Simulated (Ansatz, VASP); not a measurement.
K16S7O (a cell with a defect) in VASP and in Ansatz

Contents of INCAR:

```
SYSTEM = K16S7O
  PREC = Accurate
  ENCUT = 520
  EDIFF = 1E-8
  ISMEAR = -1
  SIGMA = 0.01
  LREAL = Auto
  LASPH = .True.
  NELM = 100
  ALGO = Fast
  ISIF = 2
  LWAVE = .False.
  LCHARG = .False.
  GGA = PE
  LEFG = .True.
  NBANDS = 114
```

File KPOINTS:

```
Automatic mesh
0
Gamma
  2 2 2
  0 0 0
```

File POSCAR:

```
K16S7O
1.0
    0.0000000000      7.3910000000      7.3910000000
    7.3910000000      0.0000000000      7.3910000000
    7.3910000000      7.3910000000      0.0000000000
K O S
16 1 7
Direct
    0.1250000000      0.1250000000      0.1250000000
    0.1250000000      0.1250000000      0.6250000000
    0.1250000000      0.6250000000      0.1250000000
    0.1250000000      0.6250000000      0.6250000000
    0.6250000000      0.1250000000      0.1250000000
    0.6250000000      0.1250000000      0.6250000000
    0.6250000000      0.6250000000      0.1250000000
    0.6250000000      0.6250000000      0.6250000000
    0.3750000000      0.3750000000      0.3750000000
    0.3750000000      0.3750000000      0.8750000000
    0.3750000000      0.8750000000      0.3750000000
    0.3750000000      0.8750000000      0.8750000000
    0.8750000000      0.3750000000      0.3750000000
    0.8750000000      0.3750000000      0.8750000000
    0.8750000000      0.8750000000      0.3750000000
    0.8750000000      0.8750000000      0.8750000000
    0.0000000000      0.0000000000      0.0000000000
    0.0000000000      0.0000000000      0.5000000000
    0.0000000000      0.5000000000      0.0000000000
    0.0000000000      0.5000000000      0.5000000000
    0.5000000000      0.0000000000      0.0000000000
    0.5000000000      0.0000000000      0.5000000000
    0.5000000000      0.5000000000      0.0000000000
    0.5000000000      0.5000000000      0.5000000000
```

Input for Ansatz:

```yaml
crystal:
  lattice:
    - [0.0, 7.391, 7.391]
    - [7.391, 0.0, 7.391]
    - [7.391, 7.391, 0.0]
  atoms:
    - { symbol: K, position: [0.125, 0.125, 0.125] }
    - { symbol: K, position: [0.125, 0.125, 0.625] }
    - { symbol: K, position: [0.125, 0.625, 0.125] }
    - { symbol: K, position: [0.125, 0.625, 0.625] }
    - { symbol: K, position: [0.625, 0.125, 0.125] }
    - { symbol: K, position: [0.625, 0.125, 0.625] }
    - { symbol: K, position: [0.625, 0.625, 0.125] }
    - { symbol: K, position: [0.625, 0.625, 0.625] }
    - { symbol: K, position: [0.375, 0.375, 0.375] }
    - { symbol: K, position: [0.375, 0.375, 0.875] }
    - { symbol: K, position: [0.375, 0.875, 0.375] }
    - { symbol: K, position: [0.375, 0.875, 0.875] }
    - { symbol: K, position: [0.875, 0.375, 0.375] }
    - { symbol: K, position: [0.875, 0.375, 0.875] }
    - { symbol: K, position: [0.875, 0.875, 0.375] }
    - { symbol: K, position: [0.875, 0.875, 0.875] }
    - { symbol: O, position: [0.0, 0.0, 0.0] }
    - { symbol: S, position: [0.0, 0.0, 0.5] }
    - { symbol: S, position: [0.0, 0.5, 0.0] }
    - { symbol: S, position: [0.0, 0.5, 0.5] }
    - { symbol: S, position: [0.5, 0.0, 0.0] }
    - { symbol: S, position: [0.5, 0.0, 0.5] }
    - { symbol: S, position: [0.5, 0.5, 0.0] }
    - { symbol: S, position: [0.5, 0.5, 0.5] }
kpoints:
  mp_grid: { grid: [2, 2, 2] }
scf:
  occupations: { method: fermi_dirac, width: 0.01 }
hamiltonian:
  xc: pbe
  pseudopotentials: { kind: paw }
output:
  forces: true
  stress: true
  populations: true
  efg:
    quadrupole_moments_barn: { K: 0.0603, O: -0.02558, S: -0.0694 }
    contact_densities: true
```

Alike in both runs: task electric field gradients; functional PBE; k mesh 2 × 2 × 2; occupations fermi-dirac, width 0.01 eV; no spin polarisation.

|  | VASP | Ansatz |
| --- | --- | --- |
| version | VASP 6.6.1 | Ansatz 0.2.0 |
| potentials or method | VASP PAW PBE potentials, release 64 (K_sv, O, S) | plane-wave PAW, scalar-relativistic |
| plane-wave cutoff (eV) | 520 | 420 |
| valence electrons in the cell | 192 | 192 |

Ansatz gave:

```
gap on the k mesh at the Fermi level (eV)                      : 1.20
pressure (GPa)                                                 : -0.1
rms of the force components (eV/Å)                             : 0.125
Vzz of the field gradient on the site that differs most (V/Å²) : 4.8
```

Question: Estimate VASP's values.

Answer: gap on the k mesh at the Fermi level (eV): 1.20; pressure (GPa): 0.0; rms of the force components (eV/Å): 0.126; Vzz of the field gradient on the site that differs most (V/Å²): 4.7.

Atom by atom the forces differ by 0.001 eV/Å (rms over components). The functional is the same, so the differences come from potentials, cutoffs and numerics.

PBE gaps usually lie below the measured ones, often by a third to a half.
